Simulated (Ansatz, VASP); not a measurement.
Given: the input of a run of VASP 6.6.1 on Ba3Y. The cell comes from a database or a generator and needn't be the stable form of this composition.

Contents of INCAR:

```
SYSTEM = Ba3Y
  PREC = Accurate
  ENCUT = 520
  EDIFF = 1E-7
  ISMEAR = -1
  SIGMA = 0.05
  LREAL = .False.
  LASPH = .True.
  NELM = 60
  ALGO = Normal
  ISIF = 2
  LWAVE = .False.
  LCHARG = .True.
  GGA = PE
  LELF = .True.
  LVHAR = .True.
  NBANDS = 28
```

KPOINTS

```
regular mesh
0
Gamma
  7 7 7
  0 0 0
```

Contents of POSCAR:

```
Ba3Y
1.0
   -2.9559860000      2.9559860000      5.9338000000
    2.9559860000     -2.9559860000      5.9338000000
    2.9559860000      2.9559860000     -5.9338000000
Ba Y
3 1
Direct
    0.5000000000      0.5000000000      0.0000000000
    0.2500000000      0.7500000000      0.5000000000
    0.7500000000      0.2500000000      0.5000000000
    0.0000000000      0.0000000000      0.0000000000
```

Potentials or basis: VASP PAW PBE potentials, release 64 (Ba_sv, Y_sv).

Launch:

```sh
$ cat potpaw_PBE.64/Ba_sv/POTCAR potpaw_PBE.64/Y_sv/POTCAR > POTCAR
$ mpirun -np 1 vasp_std > vasp.out
```

Task: Translate it to Ansatz 0.2.0. Potentials or basis there: Ansatz PAW, cutoff 420 eV.

Result: As run (cutoffs and basis follow the program's own potentials, and thresholds, step limits or extra output files can differ):

The input input.yaml:

```yaml
crystal:
  lattice:
    - [-2.955986, 2.955986, 5.9338]
    - [2.955986, -2.955986, 5.9338]
    - [2.955986, 2.955986, -5.9338]
  atoms:
    - { symbol: Ba, position: [0.5, 0.5, 0.0] }
    - { symbol: Ba, position: [0.25, 0.75, 0.5] }
    - { symbol: Ba, position: [0.75, 0.25, 0.5] }
    - { symbol: "Y", position: [0.0, 0.0, 0.0] }
hamiltonian:
  xc: pbe
  pseudopotentials: { kind: paw }
kpoints:
  mp_grid: { grid: [7, 7, 7] }
scf:
  occupations: { method: fermi_dirac, width: 0.05 }
output:
  forces: true
  stress: true
  eigenvalues: true
```

Potentials or basis: Ansatz PAW.

Launch:

```bash
$ ansatz run input.yaml --threads 2 --pin off --max-ram 5120MiB --backend cpu --events-out ev --progress --plain --runs-dir out
```

Both were run:

|  | VASP | Ansatz |
| --- | --- | --- |
| Pressure | 0.0 GPa | -0.1 GPa |

Ansatz's pressure holds a Pulay term of +0.00 GPa for its cutoff of 420 eV, which the other run lacks.

Where Ansatz's input types no cutoff or centring, it takes its own default and a Γ-centred mesh.

Pressure is positive in compression.
